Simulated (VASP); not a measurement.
Computed with LDA (Ceperley-Alder, Perdew-Zunger), VASP's LDA PAW potentials (set 64) (plane waves; VASP 6.6.1).

VASP input:

**INCAR**
```
IBRION=2   # conjugate gradients
PREC=Accurate
NSW=30   # most ionic steps
LREAL=.FALSE.   # projection in real space or not
ALGO=Normal   # blocked Davidson
LMAXMIX=4
ENCUT=520   # plane-wave cut-off (eV)
EDIFFG=-0.01
SIGMA=0.05
SYSTEM=TiO2
LCHARG=.FALSE.
LASPH=.TRUE.
LWAVE=.FALSE.
ISIF=4
ISMEAR=0   # Gaussian
NELM=100   # most electronic steps
EDIFF=1E-7
```

File POSCAR:
```
TiO2
1.0
  4.5986487676   0.0000000000   0.0000000000
  0.0000000000   4.5986487676   0.0000000000
  0.0000000000   0.0000000000   2.9526057382
Ti O
2 4
Cart
  0.0000000000   0.0000000000   0.0000000000
  2.2993243838   2.2993243838   1.4763028691
  1.3979890478   1.3979890478   0.0000000000
  3.6973134316   0.9013353360   1.4763028691
  0.9013353360   3.6973134316   1.4763028691
  3.2006597198   3.2006597198   0.0000000000
```

### KPOINTS
```
Automatic mesh
0
gamma
 5 5 8
```

POTCAR, in this order: Ti_sv O (LDA.64 set). Program: vasp_std.

Problem. What does the run give for the energy per atom (σ→0), band gap (on the k-mesh)?

Solution. 
| Item | Result |
|---|---|
| energy per atom (σ→0) | -9.791 eV/atom |
| band gap (on the k-mesh) | 1.80 eV |

File OSZICAR:
```
...
       N       E                     dE             d eps       ncg     rms          rms(c)
DAV:   1    -0.587432593544E+02   -0.76761E-04   -0.11645E-02  1712   0.915E-01    0.590E-02
DAV:   2    -0.587432321829E+02    0.27171E-04   -0.39595E-04  1888   0.172E-01    0.371E-02
DAV:   3    -0.587432082579E+02    0.23925E-04   -0.63716E-05  2100   0.707E-02    0.143E-02
DAV:   4    -0.587432048787E+02    0.33792E-05   -0.20066E-05  2188   0.392E-02    0.330E-03
DAV:   5    -0.587432048022E+02    0.76485E-07   -0.18083E-06  1908   0.126E-02    0.172E-03
DAV:   6    -0.587432047594E+02    0.42866E-07   -0.13549E-07  1132   0.328E-03
   3 F= -.58743205E+02 E0= -.58743205E+02  d E =-.338108E-02
```

The compound is TiO2 in the rutile structure. This cell is one point of a volume scan, at 1.03 of the reference volume. Symmetry was kept, so distortions that lower it aren't found.
